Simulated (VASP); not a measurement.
Output of a VASP run:

OUTCAR:
```
 ion  position               nearest neighbor table
   1  0.000  0.000  0.000-
  LATTYP: Found a body centered cubic cell.
 ALAT       =     3.3837253862
 Subroutine PRICEL returns:
 Original cell was already a primitive cell.
 Subroutine GETGRP returns: Found 48 space group operations
The static configuration has the point symmetry O_h .
The dynamic configuration has the point symmetry O_h .
 Subroutine INISYM returns: Found 48 space group operations
 Subroutine IBZKPT returns following result:
 Found    165 irreducible k-points:

 Following reciprocal coordinates:
            Coordinates               Weight
  0.000000  0.000000  0.000000      1.000000
  0.058824  0.000000  0.000000     12.000000
  0.117647  0.000000  0.000000     12.000000
  0.176471  0.000000  0.000000     12.000000
  0.235294  0.000000  0.000000     12.000000
  0.294118  0.000000  0.000000     12.000000
  0.352941  0.000000  0.000000     12.000000
  0.411765  0.000000  0.000000     12.000000
  0.470588  0.000000  0.000000     12.000000
  0.058824  0.058824  0.000000     24.000000
  0.117647  0.058824  0.000000     48.000000
  0.176471  0.058824  0.000000     48.000000
  0.235294  0.058824  0.000000     48.000000
  0.294118  0.058824  0.000000     48.000000
  0.352941  0.058824  0.000000     48.000000
  0.411765  0.058824  0.000000     48.000000
  0.470588  0.058824  0.000000     24.000000
  0.117647  0.117647  0.000000     24.000000
  0.176471  0.117647 -0.000000     48.000000
  0.235294  0.117647  0.000000     48.000000
  0.294118  0.117647  0.000000     48.000000
  0.352941  0.117647  0.000000     48.000000
  0.411765  0.117647  0.000000     48.000000
  0.176471  0.176471  0.000000     24.000000
  0.235294  0.176471  0.000000     48.000000
  0.294118  0.176471 -0.000000     48.000000
  0.352941  0.176471  0.000000     48.000000
  0.411765  0.176471 -0.000000     24.000000
  0.235294  0.235294  0.000000     24.000000
  0.294118  0.235294  0.000000     48.000000
  0.352941  0.235294  0.000000     48.000000
  0.294118  0.294118  0.000000     24.000000
  0.352941  0.294118  0.000000     24.000000
  0.058824  0.058824  0.058824      8.000000
  0.117647  0.058824  0.058824     24.000000
  0.176471  0.058824  0.058824     24.000000
  0.235294  0.058824  0.058824     24.000000
  0.294118  0.058824  0.058824     24.000000
  0.352941  0.058824  0.058824     24.000000
  0.411765  0.058824  0.058824     24.000000
   k-points           NKPTS =    165   k-points in BZ     NKDIM =    165   number of bands    NBANDS=      5
   number of dos      NEDOS =    601   number of ions     NIONS =      1
   total plane-waves  NPLWV =  13824
   dimension x,y,z NGX =    24 NGY =   24 NGZ =   24
   dimension x,y,z NGXF=    48 NGYF=   48 NGZF=   48
   ions per type =               1
   PREC   = accura    normal or accurate (medium, high low for compatibility)
   ISTART =      0    job   : 0-new  1-cont  2-samecut
   ICHARG =      2    charge: 1-file 2-atom 10-const
   ISPIN  =      1    spin polarized calculation?
   LNONCOLLINEAR =      F non collinear calculations
   LSORBIT =      F    spin-orbit coupling
   INIWAV =      1    electr: 0-lowe 1-rand  2-diag
   ENCUT  =  520.0 eV  38.22 Ry    6.18 a.u.   5.45  5.45  5.45*2*pi/ulx,y,z
   NELM   =    100;   NELMIN=  2; NELMDL= -5     # of ELM steps
   EDIFF  = 0.1E-06   stopping-criterion for ELM
   LREAL  =      F    real-space projection
   NLSPLINE    = F    spline interpolate recip. space projectors
   LMAXMIX     =    2 max onsite mixed and CHGCAR
   VOSKOWN=      0    Vosko Wilk Nusair interpolation
   EDIFFG = 0.1E-05   stopping-criterion for IOM
   NSW    =      0    number of steps for IOM
   NBLOCK =      1;   KBLOCK =      1    inner block; outer block
   IBRION =     -1    ionic relax: 0-MD 1-quasi-New 2-CG
   NFREE  =      0    steps in history (QN), initial steepest desc. (CG)
...
```

**OSZICAR**
```
       N       E                     dE             d eps       ncg     rms          rms(c)
DAV:   1     0.448464496842E+02    0.44846E+02   -0.26466E+06  1650   0.104E+07
DAV:   2     0.386191022519E+02   -0.62273E+01   -0.57896E+01  1650   0.506E+04
DAV:   3     0.836253696411E+00   -0.37783E+02   -0.37485E+02  3300   0.724E+02
DAV:   4    -0.181472027366E+01   -0.26510E+01   -0.25913E+01  3270   0.793E+02
DAV:   5    -0.208238053990E+01   -0.26766E+00   -0.25563E+00  2240   0.370E+03    0.209E+00
DAV:   6    -0.280423051982E+01   -0.72185E+00   -0.15107E+01  2475   0.367E+01    0.126E+00
DAV:   7    -0.272892064618E+01    0.75310E-01   -0.15356E+00  2070   0.107E+01    0.166E-01
DAV:   8    -0.270646169002E+01    0.22459E-01   -0.67707E-02  2005   0.311E+00    0.141E-01
DAV:   9    -0.265018668391E+01    0.56275E-01   -0.28689E-01  2345   0.304E+00    0.565E-01
DAV:  10    -0.269413942432E+01   -0.43953E-01   -0.25602E-01  1725   0.668E+00    0.147E-01
DAV:  11    -0.268992366936E+01    0.42158E-02   -0.27362E-02  1740   0.260E+00    0.107E-01
DAV:  12    -0.268133806380E+01    0.85856E-02   -0.28773E-02  1935   0.176E+00    0.203E-01
DAV:  13    -0.268204890792E+01   -0.71084E-03   -0.28041E-02  1650   0.241E+00    0.121E-01
DAV:  14    -0.269050460773E+01   -0.84557E-02   -0.84503E-03  1650   0.126E+00    0.125E-01
DAV:  15    -0.269036800338E+01    0.13660E-03   -0.31729E-04  2495   0.270E-01    0.119E-01
DAV:  16    -0.268899334912E+01    0.13747E-02   -0.10172E-03  1690   0.346E-01    0.140E-01
DAV:  17    -0.268967235356E+01   -0.67900E-03   -0.22383E-03  1970   0.667E-01    0.875E-02
DAV:  18    -0.268901909888E+01    0.65325E-03   -0.27124E-04  1670   0.233E-01    0.687E-02
DAV:  19    -0.268884321317E+01    0.17589E-03   -0.10766E-04  1650   0.114E-01    0.596E-02
DAV:  20    -0.268885816358E+01   -0.14950E-04   -0.98205E-05  1740   0.128E-01    0.467E-02
DAV:  21    -0.268891378567E+01   -0.55622E-04   -0.87743E-06  1755   0.517E-02    0.330E-02
DAV:  22    -0.268897150960E+01   -0.57724E-04   -0.39824E-05  1735   0.900E-02    0.261E-02
DAV:  23    -0.268901287496E+01   -0.41365E-04   -0.13966E-05  2415   0.604E-02    0.202E-02
DAV:  24    -0.268904508793E+01   -0.32213E-04   -0.23720E-05  1790   0.728E-02    0.142E-02
DAV:  25    -0.268906735258E+01   -0.22265E-04   -0.19743E-05  2080   0.686E-02    0.911E-03
DAV:  26    -0.268907441948E+01   -0.70669E-05   -0.59227E-06  1885   0.391E-02    0.488E-03
DAV:  27    -0.268907711670E+01   -0.26972E-05   -0.16041E-06  2430   0.211E-02    0.244E-03
DAV:  28    -0.268907876561E+01   -0.16489E-05   -0.14238E-06  2180   0.185E-02    0.131E-03
DAV:  29    -0.268907956659E+01   -0.80098E-06   -0.22889E-06  2315   0.223E-02    0.593E-04
DAV:  30    -0.268907987731E+01   -0.31072E-06   -0.33413E-07  2385   0.967E-03    0.371E-04
DAV:  31    -0.268908043907E+01   -0.56176E-06   -0.50046E-07  1715   0.844E-03    0.634E-04
DAV:  32    -0.268908034232E+01    0.96745E-07   -0.77099E-08  2135   0.394E-03
   1 F= -.26890803E+01 E0= -.26890803E+01  d E =0.000000E+00
       N       E                     dE             ncg
```

OUTCAR:
```
------------------------ aborting loop because EDIFF is reached ----------------------------------------
  FORCE on cell =-STRESS in cart. coord.  units (eV):
  Direction    XX          YY          ZZ          XY          YZ          ZX
  --------------------------------------------------------------------------------------
  Total       -0.0021844     -0.0021844     -0.0021844      0.0000000     -0.0000000      0.0000000
  in kB       -0.1806687     -0.1806687     -0.1806687      0.0000000     -0.0000000      0.0000000
  external PRESSURE =      -0.1806687 kB  Pullay stress =       0.0000000 kB
  volume of cell :       19.37
      direct lattice vectors                 reciprocal lattice vectors
    -1.691862693  1.691862693  1.691862693     0.000000000  0.295532257  0.295532257
     1.691862693 -1.691862693  1.691862693     0.295532257  0.000000000  0.295532257
     1.691862693  1.691862693 -1.691862693     0.295532257  0.295532257  0.000000000
 POSITION                                       TOTAL-FORCE (eV/Angst)
 -----------------------------------------------------------------------------------
      0.00000      0.00000      0.00000        -0.000000     -0.000000     -0.000000
 -----------------------------------------------------------------------------------
    total drift:                                0.000000      0.000000     -0.000000
  FREE ENERGIE OF THE ION-ELECTRON SYSTEM (eV)
  ---------------------------------------------------
  free  energy   TOTEN  =        -2.6890803423 eV

  energy  without entropy=       -2.6890803423  energy(sigma->0) =       -2.68908034

 total charge

# of ion       s       p       d       tot
------------------------------------------
    1        2.033   0.039   0.000   2.072
```
(Selected blocks of OUTCAR.)

### POSCAR
```
Li
1
   -1.6918626931     1.6918626931     1.6918626931
    1.6918626931    -1.6918626931     1.6918626931
    1.6918626931     1.6918626931    -1.6918626931
Li
1
Direct
  0.0000000000   0.0000000000   0.0000000000
```

Task: Reconstruct the remaining input files.

Result: This is not unique; one that fits is the input of the run itself, revTPSS meta-GGA, plane waves, VASP's PBE PAW potentials (set 64).

### INCAR
```
# general
SYSTEM  = Li
PREC    = Accurate
ENCUT   = 520
LREAL   = .FALSE.
LASPH   = .TRUE.

# electronic loop
EDIFF   = 1E-7
NELM    = 100
ALGO    = Normal
LMIXTAU = .TRUE.

# smearing
ISMEAR  = -5

# functional
METAGGA = RTPSS

# ions
ISIF    = 2

# output
LWAVE   = .FALSE.
LCHARG  = .FALSE.
LORBIT  = 11
NEDOS   = 601
```

File KPOINTS:
```
Automatic mesh
0
G
 17 17 17
```

File KPOINTS_OPT:
```
k-points along high-symmetry lines
10
Line-mode
Reciprocal
  0.000000   0.000000   0.000000 ! GAMMA
  0.500000  -0.500000   0.500000 ! H

  0.500000  -0.500000   0.500000 ! H
  0.000000  -0.000000   0.500000 ! N

  0.000000  -0.000000   0.500000 ! N
  0.000000   0.000000   0.000000 ! GAMMA

  0.000000   0.000000   0.000000 ! GAMMA
  0.250000   0.250000   0.250000 ! P

  0.250000   0.250000   0.250000 ! P
  0.500000  -0.500000   0.500000 ! H

  0.250000   0.250000   0.250000 ! P
  0.000000  -0.000000   0.500000 ! N
```

POTCAR, in this order: Li_sv (PBE.64 set). Program: vasp_std.

For a metal the tetrahedron method with Blöchl corrections gives inexact stress and forces.

The compound is Li in the bcc structure. It was relaxed first, which changed the volume by -9 %.
